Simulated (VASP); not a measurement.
```xyz
6
Lattice="-2.9425 5.0263 2.8398 2.9425 -5.0263 2.8398 2.9425 5.0263 -2.8398" Properties=species:S:1:pos:R:3 pbc="T T T"
Si     0.0000     0.0000     4.2597
Si     0.0000     0.0000     1.4199
S      1.7570     3.8678     2.8398
S      1.1855     1.1586     0.0000
S      1.7570     6.1849     0.0000
S      1.1855    -1.1586     2.8398
```

Level of theory: PBE GGA, VASP's PBE PAW potentials (set 64) (plane waves; VASP). Settings: 180 eV cut-off, 6×6×6 Γ-centred mesh, Fermi-Dirac smearing of 0.010 eV, potentials Si S.

At this cut-off the stress carries a Pulay error, which pulls relaxed volumes low.  Energy and stress use the plane-wave basis of the starting cell.

Task: The ions, cell shape and volume are relaxed. Give the cell that the relaxation ends in.

Result: 
```xyz
6
Lattice="-2.6664 4.5653 2.7350 2.6664 -4.5653 2.7350 2.6664 4.5653 -2.7350" Properties=species:S:1:pos:R:3 pbc="T T T"
Si     0.0000     0.0000     4.1025
Si     0.0000     0.0000     1.3675
S      1.4738     3.4401     2.7350
S      1.1927     1.1252     0.0000
S      1.4738     5.6905     0.0000
S      1.1927    -1.1252     2.7350
```
Space group Ibam (72), at a tolerance of 0.03 Å.

Task: How do energy and volume change from the first to the last step?

Result: The energy (σ→0) changes by -117.5 meV/atom and the volume by -20.7 %, in 18 ionic steps.

The structure comes from a computed database's SiS2 entry; how it stands against other phases isn't given here. This run relaxes it. Symmetry was kept, so distortions that lower it aren't found. The run is one of a series of settings (EDIFFG = -0.01, ENCUT = 180, IBRION = 2, ISIF = 3, NSW = 50, KPOINTS 6×6×6 Γ-centred mesh against the base run), some of them coarse on purpose.
